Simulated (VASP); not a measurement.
OSZICAR of a VASP run on Ag2Al2 (ordered alloy cell):

File OSZICAR:
```
       N       E                     dE             d eps       ncg     rms          rms(c)
DAV:   1     0.108135747583E+03    0.10814E+03   -0.11132E+04  7416   0.112E+03
DAV:   2    -0.138305791990E+02   -0.12197E+03   -0.11803E+03  7884   0.242E+02
DAV:   3    -0.170880638625E+02   -0.32575E+01   -0.32166E+01  8918   0.393E+01
DAV:   4    -0.171115664219E+02   -0.23503E-01   -0.23387E-01  8078   0.344E+00
DAV:   5    -0.171118356135E+02   -0.26919E-03   -0.26798E-03  8388   0.401E-01    0.100E+01
DAV:   6    -0.153451450995E+02    0.17667E+01   -0.19547E+01  8230   0.410E+01    0.800E+00
DAV:   7    -0.150888337790E+02    0.25631E+00   -0.15536E+00  7804   0.113E+01    0.379E+00
DAV:   8    -0.150528240099E+02    0.36010E-01   -0.24509E-01  7624   0.346E+00    0.674E-01
DAV:   9    -0.150436864687E+02    0.91375E-02   -0.41052E-02  7814   0.179E+00    0.226E-01
DAV:  10    -0.150434174284E+02    0.26904E-03   -0.22577E-03  9036   0.322E-01    0.885E-02
DAV:  11    -0.150434420648E+02   -0.24636E-04   -0.10941E-04  8008   0.649E-02    0.568E-02
DAV:  12    -0.150434501689E+02   -0.81041E-05   -0.11440E-05  8482   0.335E-02    0.151E-02
DAV:  13    -0.150434439264E+02    0.62425E-05   -0.70450E-06  8400   0.273E-02    0.149E-03
DAV:  14    -0.150434429708E+02    0.95557E-06   -0.40300E-07  7470   0.533E-03    0.113E-03
DAV:  15    -0.150434428720E+02    0.98782E-07   -0.11519E-08  3942   0.844E-04
   1 F= -.15043443E+02 E0= -.15043443E+02  d E =0.000000E+00
```

Task: Which electronic solver shows in the log?

Result: It is blocked Davidson (ALGO = Normal, or the opening steps of other solvers). The INCAR had ALGO = Normal.

Task: Can the final energy be trusted as converged?

Result: The calculation finished and met its thresholds. It stopped with EDIFF = 1E-7, NELM = 100 (PBEsol GGA, plane waves, VASP's PBE PAW potentials (set 64)).

The structure was generated: Ag2Al2 was put into an ordered model structure (R-3m), which need not be its known phase. It was relaxed first.
